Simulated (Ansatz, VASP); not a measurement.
**Two plane-wave programs on PtC**

```
Pt C
1.0
     2.77163    0.00000    0.00000
     0.00000    2.77163    0.00000
     0.00000    0.00000    2.77163
Pt C
1 1
Direct
  0.00000 0.00000 0.00000
  0.50000 0.50000 0.50000
```

Alike in both runs: functional PBEsol; k mesh 14 × 14 × 14; occupations fermi-dirac, width 0.05 eV; no spin polarisation.

Ansatz relaxed the structure, and its values are those at the end. VASP's run is a single point on that final structure, the one shown.

|  | VASP | Ansatz |
| --- | --- | --- |
| version | VASP 6.6.1 | Ansatz 0.2.0 |
| potentials or method | VASP PAW PBE potentials, release 64 (Pt, C) | PAW with Ansatz's default frozen-core files, scalar-relativistic |
| plane-wave cutoff (eV) | 520 | 420 |
| valence electrons in the cell | 14 | 22 |

```tsv
	VASP	Ansatz	Ansatz less VASP
pressure (GPa)	0.0	0.0	+0.03
```

The functional is the same, so the differences come from potentials, cutoffs and numerics. The two sets of potentials don't hold the same shells in valence.

Caveats: the PAW data sets were made with another functional, which shifts forces and pressure a little (VASP). The runs have no spin-orbit coupling, so splittings on Pt are missing.
